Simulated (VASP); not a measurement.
# Sn3P2 (P-3m1) in VASP: further runs

Runs on Sn3P2. Level: PBE. Tasks: relaxation of cell and atoms.

Everything below comes from runs of VASP 6.6.1. Logs are shortened: lines on timing, memory, paths and dates and some standing lists are left out, and cuts for length are marked.

**1. Starting point**

Symmetry: P-3m1, No. 164, trigonal system. The conventional cell has a = 4.019 Å, b = 4.019 Å, c = 11.112 Å, α = 90.00°, β = 90.00°, γ = 120.00°. Sn (site symmetry 3m) is surrounded by 3 P at 2.74 Å. Sn (site symmetry -3m) is surrounded by 6 P at 2.78 Å. P (site symmetry 3m) is surrounded by 6 Sn at 2.74 to 2.78 Å.

The cell was built by a generator and needn't be a form met in nature.

**2. Relaxation of cell and atoms, PBE**

The input, INCAR:

```
SYSTEM = Sn3P2
  PREC = Accurate
  ENCUT = 520
  EDIFF = 1E-6
  ISMEAR = 0
  SIGMA = 0.1
  LREAL = .False.
  LASPH = .True.
  NELM = 120
  ALGO = Normal
  ISIF = 3
  LWAVE = .False.
  LCHARG = .False.
  GGA = PE
  IBRION = 2
  NSW = 90
  EDIFFG = -0.01
  KPAR = 4
```

The input, KPOINTS:

```
Automatic mesh
0
Gamma
  8 8 4
  0 0 0
```

The input, POSCAR:

```
Sn3P2
1.0
    4.0193172200      0.0000000000      0.0000000000
   -2.0096586100      3.4808308200      0.0000000000
    0.0000000000      0.0000000000     11.1120000000
Sn P
3 2
Direct
    0.6666666700      0.3333333300      0.2683585300
    0.3333333300      0.6666666700      0.7316414700
    0.0000000000      0.0000000000      0.0000000000
    0.3333333300      0.6666666700      0.1376889800
    0.6666666700      0.3333333300      0.8623110200
```

Potentials or basis: VASP PAW PBE potentials, release 64 (Sn_d, P).

The run is started by

```
cat potpaw_PBE.64/Sn_d/POTCAR potpaw_PBE.64/P/POTCAR > POTCAR
mpirun -np 4 vasp_std > vasp.out
```

OUTCAR:

```text
SYSTEM = Sn3P2
   PREC = Accurate
   ENCUT = 520
   EDIFF = 1E-6
   ISMEAR = 0
   LREAL = .False.
   LASPH = .True.
   NELM = 120
   ISIF = 3
   GGA = PE
   IBRION = 2
   NSW = 90
   EDIFFG = -0.01

 ion  position               nearest neighbor table
   1  0.667  0.333  0.268-   4 2.74   4 2.74   4 2.74
   2  0.333  0.667  0.732-   5 2.74   5 2.74   5 2.74
   3  0.000  0.000  0.000-   4 2.78   5 2.78   5 2.78   4 2.78   5 2.78   4 2.78
   4  0.333  0.667  0.138-   1 2.74   1 2.74   1 2.74   3 2.78   3 2.78   3 2.78
   5  0.667  0.333  0.862-   2 2.74   2 2.74   2 2.74   3 2.78   3 2.78   3 2.78

  LATTYP: Found a hexagonal cell.
 ALAT       =     4.0193172200
 C/A-ratio  =     2.7646486684

  Lattice vectors:

 A1 = (   4.0193172200,   0.0000000000,   0.0000000000)
 A2 = (  -2.0096586100,   3.4808308200,   0.0000000000)
 A3 = (   0.0000000000,   0.0000000000,  11.1120000000)

Analysis of symmetry for initial positions (statically):
=====================================================================
 Subroutine PRICEL returns:
 Original cell was already a primitive cell.

 Routine SETGRP: Setting up the symmetry group for a
 hexagonal supercell.

 Subroutine GETGRP returns: Found 12 space group operations
 (whereof 12 operations were pure point group operations)
 out of a pool of 24 trial point group operations.

The static configuration has the point symmetry D_3d.

Analysis of symmetry for dynamics (positions and initial velocities):
=====================================================================
 Subroutine PRICEL returns:
 Original cell was already a primitive cell.

 Routine SETGRP: Setting up the symmetry group for a
 hexagonal supercell.

 Subroutine GETGRP returns: Found 12 space group operations
 (whereof 12 operations were pure point group operations)
 out of a pool of 24 trial point group operations.

The dynamic configuration has the point symmetry D_3d.

 Subroutine INISYM returns: Found 12 space group operations
 (whereof 12 operations are pure point group operations),
 and found     1 'primitive' translations

----------------------------------------------------------------------------------------

                                     Primitive cell

  volume of cell :     155.4631

  direct lattice vectors                    reciprocal lattice vectors
     4.019317220  0.000000000  0.000000000     0.248798476  0.143643867  0.000000000
[... 87 lines left out ...]
   LNONCOLLINEAR =      F non collinear calculations
   LSORBIT =      F    spin-orbit coupling
   LASPH  =      T    aspherical Exc in radial PAW
   ENCUT  =  520.0 eV  38.22 Ry    6.18 a.u.   7.47  7.47 20.66*2*pi/ulx,y,z
   NELM   =    120;   NELMIN=  2; NELMDL= -5     # of ELM steps
   EDIFF  = 0.1E-05   stopping-criterion for ELM
   LREAL  =      F    real-space projection
   EDIFFG = -.1E-01   stopping-criterion for IOM
   NSW    =     90    number of steps for IOM
   IBRION =      2    ionic relax: 0-MD 1-quasi-New 2-CG
   NFREE  =      1    steps in history (QN), initial steepest desc. (CG)
   ISIF   =      3    stress and relaxation
   ISYM   =      2    0-nonsym 1-usesym 2-fastsym
   POTIM  = 0.5000    time-step for ionic-motion
   TEBEG  =    0.0;   TEEND  =   0.0 temperature during run
   PSTRESS=    0.0 pullay stress
   NELECT =      52.0000    total number of electrons
   NUPDOWN=      -1.0000    fix difference up-down
   EMIN   =  10.00;   EMAX   =-10.00  energy-range for DOS
   EFERMI =   0.00;   METHOD = LEGACY
   ISMEAR =     0;   SIGMA  =   0.10  broadening in eV -4-tet -1-fermi 0-gaus
   EFERMI_NEDOS =   21; number of points for ismear=-14 and -15
   IALGO  =     38    algorithm
   IMIX   =      4    mixing-type and parameters
     AMIX     =   0.40;   BMIX     =  1.00
     AMIX_MAG =   1.60;   BMIX_MAG =  1.00
  volume/ion in A,a.u.               =      31.09       209.82
  Fermi-wavevector in a.u.,A,eV,Ry     =   1.136406  2.147496 17.570813  1.291418
  Thomas-Fermi vector in A             =   2.273111
   LORBIT       =      0    0 simple, 1 ext, 2 COOP (PROOUT), +10 PAW based schemes
   GGA     = PE    functional components
   LHFCALC =     F    Hartree Fock is set to
   AEXX    =    0.0000 exact exchange contribution
   IVDW    =     0    specifies the selected vdW correction
   LEPSILON=     F    determine dielectric tensor
   LRPA    =     F    only Hartree local field effects (RPA)
 conjugate gradient relaxation of ions
 non-spin polarized calculation
 Gauss-broadening in eV      SIGMA  =   0.10
  energy-cutoff  :      520.00
  volume of cell :      155.46
 maximum number of plane-waves:      4222
 NGX is ok and might be reduce to    30
   NGX = 15   NGY = 15   NGZ = 41

--------------------------------------- Ionic step        1  -------------------------------------------

 number of electron      51.9999980 magnetization

 Free energy of the ion-electron system (eV)
  ---------------------------------------------------
  ext. energy  EPLUGINS =         0.00000000
  ---------------------------------------------------
  free energy    TOTEN  =       -21.90203770 eV

  energy without entropy =      -21.89938156  energy(sigma->0) =      -21.90070963

------------------------ aborting loop because EDIFF is reached ----------------------------------------

  FORCE on cell =-STRESS in cart. coord.  units (eV):
  Direction    XX          YY          ZZ          XY          YZ          ZX
  --------------------------------------------------------------------------------------
  -------------------------------------------------------------------------------------
  Total        0.7774685      0.7774685      2.7112312      0.0000000      0.0000000      0.0000000
  in kB        8.0124611      8.0124611     27.9414991      0.0000000      0.0000000      0.0000000
  external PRESSURE =      14.6554738 kB  Pullay stress =       0.0000000 kB
[... 1749 lines left out ...]
     30      11.1413      0.00000
     31      11.4916      0.00000

 [... further k-points ...]

[... ionic steps 4 to 51 ...]

--------------------------------------- Ionic step       52  -------------------------------------------

 number of electron      51.9999993 magnetization

------------------------ aborting loop because EDIFF is reached ----------------------------------------
[... 73 lines left out ...]
--------------------------------------- Ionic step       54  -------------------------------------------

 number of electron      51.9999992 magnetization

 Free energy of the ion-electron system (eV)
  ---------------------------------------------------
  ext. energy  EPLUGINS =         0.00000000
  ---------------------------------------------------
  free energy    TOTEN  =       -22.33130109 eV

  energy without entropy =      -22.32249930  energy(sigma->0) =      -22.32690019

 E-fermi :   7.1299     XC(G=0):  -9.9665

 val. band max:        7.1241507479   @ k =   0.0000   0.3750   0.2500
 cond. band min:       7.1865235871   @ k =   0.0000   0.1250   0.2500
 fundamental gap:      0.0623728392
 Fermi energy:         7.1299204429
[... 848 lines left out ...]
  FREE ENERGIE OF THE ION-ELECTRON SYSTEM (eV)
  ---------------------------------------------------
  free  energy   TOTEN  =       -22.3313010887 eV

  energy  without entropy=      -22.3224992951  energy(sigma->0) =      -22.32690019

 reached required accuracy - stopping structural energy minimisation
```

OSZICAR:

```text
N       E                     dE             d eps       ncg     rms          rms(c)
DAV:   1     0.485065089235E+03    0.48507E+03   -0.25414E+04  2191   0.210E+03
DAV:   2     0.448976061766E+02   -0.44017E+03   -0.43319E+03  2170   0.540E+02
DAV:   3    -0.194522053500E+02   -0.64350E+02   -0.63334E+02  2625   0.188E+02
[... 506 lines left out ...]
DAV:   2    -0.223313415287E+02   -0.83217E-04   -0.17517E-03  3031   0.326E-01    0.386E-02
DAV:   3    -0.223313122025E+02    0.29326E-04   -0.77636E-05  2853   0.972E-02    0.208E-02
DAV:   4    -0.223313023056E+02    0.98969E-05   -0.21868E-05  2879   0.529E-02    0.541E-03
DAV:   5    -0.223313011562E+02    0.11494E-05   -0.50943E-06  2158   0.224E-02    0.131E-03
DAV:   6    -0.223313010887E+02    0.67514E-07   -0.27607E-07  1197   0.607E-03
  54 F= -.22331301E+02 E0= -.22326900E+02  d E =-.842277E-04
```

CONTCAR:

```text
Sn3P2
   1.00000000000000
     3.9877484982504345    0.0000000000000000    0.0000000000000002
    -1.9938742491252173    3.4534915049380812    0.0000000000000002
     0.0000000000000004    0.0000000000000019    9.0178309083266850
  Sn              P
     3     2
Direct
     0.6666666699999979    0.3333333300000021    0.3541564873593013
     0.3333333300000021    0.6666666699999979    0.6458435126406988
     0.0000000000000000    0.0000000000000000    0.0000000000000000
     0.3333333300000021    0.6666666699999979    0.1924617435615740
     0.6666666699999979    0.3333333300000021    0.8075382564384260

  0.00000000E+00  0.00000000E+00  0.00000000E+00
  0.00000000E+00  0.00000000E+00  0.00000000E+00
  0.00000000E+00  0.00000000E+00  0.00000000E+00
  0.00000000E+00  0.00000000E+00  0.00000000E+00
  0.00000000E+00  0.00000000E+00  0.00000000E+00
```

Wall time 11 min (4 MPI ranks of Intel Xeon 6975P-C (Granite Rapids), shared host); peak memory 0.37 GiB.

Results:

```yaml
Free_energy: -22.3313 eV
Relaxed_volume: 24.84 Å³/atom
Relaxed_cell: a = 3.988 Å, b = 3.988 Å, c = 9.018 Å, α = 90.00°, β = 90.00°, γ = 120.00°
Space_group_after_relaxing_to_0.05_Å: P-3m1 (No. 164)
Energy_gained_by_relaxing: 85.9 meV/atom
Ionic_steps: 54
Pressure_after_relaxing: 0.0 GPa
Largest_force_after_relaxing: 0.005 eV/Å
Band_gap_on_the_k_mesh: none (metal or under the smearing width)
```

Forces on the atoms (eV/Å):
```
Sn   0.000  0.000 -0.005
Sn   0.000  0.000  0.005
Sn   0.000  0.000  0.000
P    0.000  0.000  0.000
P    0.000  0.000  0.000
```

Step by step:
```csv
step,energy change (eV),largest force (eV/Å),pressure (GPa),volume (Å³)
1,0.0000,0.6646,1.47,155.46
3,-0.0891,0.4867,-0.97,164.73
5,-0.1477,0.0905,0.05,162.56
7,-0.1493,0.0451,-0.07,162.86
9,-0.1499,0.0249,-0.02,162.33
11,-0.1499,0.0272,0.01,162.29
13,-0.1500,0.0172,0.00,162.18
15,-0.1504,0.0314,0.02,161.67
17,-0.1505,0.0754,0.24,160.11
19,-0.1508,0.0448,0.12,160.79
21,-0.1513,0.0460,0.08,160.52
23,-0.1520,0.0525,-0.08,159.44
25,-0.1534,0.0559,-0.10,158.59
27,-0.1611,0.0825,-0.20,154.72
29,-0.2467,0.3456,-0.12,138.55
31,-0.1547,0.7102,1.40,135.91
33,-0.1421,0.8186,2.08,126.50
35,-0.2972,0.2725,-1.63,134.27
37,-0.3785,0.1556,0.01,129.00
39,-0.3978,0.1539,-0.17,128.37
41,-0.4205,0.1430,-0.11,126.23
43,-0.4261,0.1200,0.41,124.01
45,-0.4288,0.0417,-0.05,124.33
47,-0.4291,0.0161,0.04,124.01
49,-0.4292,0.0213,-0.05,124.17
51,-0.4292,0.0170,-0.03,124.12
53,-0.4292,0.0121,-0.01,124.14
54,-0.4293,0.0055,-0.01,124.19
```

Final structure:
```
CELL_PARAMETERS angstrom
3.98775 0.00000 0.00000
-1.99387 3.45349 0.00000
0.00000 0.00000 9.01783
ATOMIC_POSITIONS crystal
Sn 0.66667 0.33333 0.35416
Sn 0.33333 0.66667 0.64584
Sn 0.00000 0.00000 0.00000
P 0.33333 0.66667 0.19246
P 0.66667 0.33333 0.80754
```

Caveat: the volume moved by over 15 % at a fixed basis, so the end points are rough; this functional lacks dispersion, which binds the layers, so the pressure and a relaxed spacing across them are unreliable.

**3. Relaxation of cell and atoms, PBE**

This run uses another cell than the first one, of 24.84 Å³/atom, 0.799 times its volume.

INCAR, as its differences from that of step 2:

```diff
@@ -3,3 +3,3 @@
   ENCUT = 520
-  EDIFF = 1E-6
+  EDIFF = 1E-7
   ISMEAR = 0
@@ -15,4 +15,5 @@
   IBRION = 2
-  NSW = 90
-  EDIFFG = -0.01
+  NSW = 60
+  EDIFFG = -0.005
+  POTIM = 0.3
   KPAR = 4
```

KPOINTS is that of step 2.

The input, POSCAR:

```
Sn3P2                                   
1.0
    3.9877484983      0.0000000000      0.0000000000
   -1.9938742491      3.4534915049      0.0000000000
    0.0000000000      0.0000000000      9.0178309083
  Sn              P             
     3     2
Direct
     0.6666666699999979    0.3333333300000021    0.3541564873593013
     0.3333333300000021    0.6666666699999979    0.6458435126406988
     0.0000000000000000    0.0000000000000000    0.0000000000000000
     0.3333333300000021    0.6666666699999979    0.1924617435615740
     0.6666666699999979    0.3333333300000021    0.8075382564384260
```

Potentials or basis: VASP PAW PBE potentials, release 64 (Sn_d, P).

The run is started by

```
cat potpaw_PBE.64/Sn_d/POTCAR potpaw_PBE.64/P/POTCAR > POTCAR
mpirun -np 4 vasp_std > vasp.out
```

Run time: 29 s. Hardware: 4 MPI ranks of Intel Xeon 6975P-C (Granite Rapids), shared host; peak memory 0.31 GiB.

It converged, with:

```
Free energy                            : -22.3267 eV
Relaxed volume                         : 24.83 Å³/atom
Relaxed cell                           : a = 3.987 Å, b = 3.987 Å, c = 9.016 Å, α = 90.00°, β = 90.00°, γ = 120.00°
Space group after relaxing (to 0.05 Å) : P-3m1 (No. 164)
Energy gained by relaxing              : 0.0 meV/atom
Ionic steps                            : 2
Pressure after relaxing                : 0.0 GPa
Band gap on the k mesh                 : none (metal or under the smearing width)
```

Final structure:
```
Sn P
1.0
     3.98714    0.00000    0.00000
    -1.99357    3.45296    0.00000
     0.00000    0.00000    9.01647
Sn P
3 2
Cartesian
  1.9936 1.1510 3.1931
  0.0000 2.3020 5.8234
  3.9871 0.0000 0.0000
  0.0000 2.3020 1.7353
  1.9936 1.1510 7.2811
```

Levels at points of the mesh, in eV from the Fermi level:
```
           k point  band 24  band 25  band 26  band 27  band 28  band 29
(0.00, 0.00, 0.00)    -1.28    -0.06     0.11     1.77     1.77     2.31
(0.50, 0.00, 0.00)    -2.24    -2.14    -0.76    -0.01     0.97     0.97
(0.00, 0.00, 0.50)    -1.19    -1.19     0.57     1.49     1.49     1.97
(0.50, 0.00, 0.50)    -2.87    -2.39    -0.63    -0.43     1.91     2.20
```
